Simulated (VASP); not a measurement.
An input for Ansatz (written as the equivalent of a VASP run, and not itself run):

Ansatz 0.2 input:
```yaml
crystal:
  lattice:
    - [0.0028632, 3.9474447, 3.9461402]
    - [3.9507675, -0.0004597, 3.9494631]
    - [1.9751539, 1.9751539, 0.0000000]
  atoms:
    - { symbol: Ir, position: [0.0000000, 0.0000000, 0.0000000] }
    - { symbol: Ir, position: [0.0000000, 0.5000000, 0.0000000] }
    - { symbol: Au, position: [0.5000000, 0.0000000, 0.0000000] }
    - { symbol: Au, position: [0.5000000, 0.5000000, 0.0000000] }
kpoints:
  mp_grid: { grid: [6, 6, 12] }
hamiltonian:
  xc: pbesol
  pseudopotentials: { kind: paw }
scf:
  occupations: { method: methfessel_paxton, width: 0.1 }
  max_iter: 100
relax:
  max_steps: 60
  f_tol: 0.02
  cell: {}
output: { forces: true, stress: true, eigenvalues: true }
```

Question: Translate this input to VASP (INCAR, KPOINTS, POSCAR, choice of POTCAR).

Answer: One answer among several that fit: 
**INCAR**
```
! general
SYSTEM  = Au2Ir2
PREC    = Accurate
ENCUT   = 400   ! plane-wave cut-off (eV)
LREAL   = F   ! projection in real space or not
LASPH   = T

! electronic loop
EDIFF   = 1E-6   ! SCF stop (eV)
NELM    = 100   ! most electronic steps
ALGO    = Normal
LMAXMIX = 6

! smearing
ISMEAR  = 1   ! Methfessel-Paxton
SIGMA   = 0.1   ! width (eV)

! functional
GGA     = PS   ! PBEsol

! ions
IBRION  = 2   ! conjugate gradients
NSW     = 60   ! most ionic steps
ISIF    = 3
EDIFFG  = -0.02

! output
LWAVE   = F
LCHARG  = F
```

POSCAR:
```
Au2Ir2
1.0
  0.0028631732   3.9474446612   3.9461402159
  3.9507675475  -0.0004597131   3.9494630981
  1.9751539172   1.9751539172   0.0000000000
Ir Au
2 2
Cart
  0.0000000000   0.0000000000   0.0000000000
  1.9753837737  -0.0002298565   1.9747315490
  0.0014315866   1.9737223306   1.9730701079
  1.9768153604   1.9734924740   3.9478016570
```

File KPOINTS:
```
kpoints
0
Gamma
 6 6 12
```

POTCAR, in this order: Ir Au (PBE.64 set). Program: vasp_std.

What does not carry over: each code has its own PAW files, so the cut-off isn't converted (ENCUT is set for VASP's; basis.ecutwfc is left out, and Ansatz then takes the one that its files recommend); Ansatz stops its SCF on the density residual and VASP on the energy change (EDIFF).

The structure was generated: Au2Ir2 was put into an ordered model structure (R-3m), which need not be its known phase. This run relaxes it. Symmetry was kept, so distortions that lower it aren't found. The start is the result of an earlier pass.
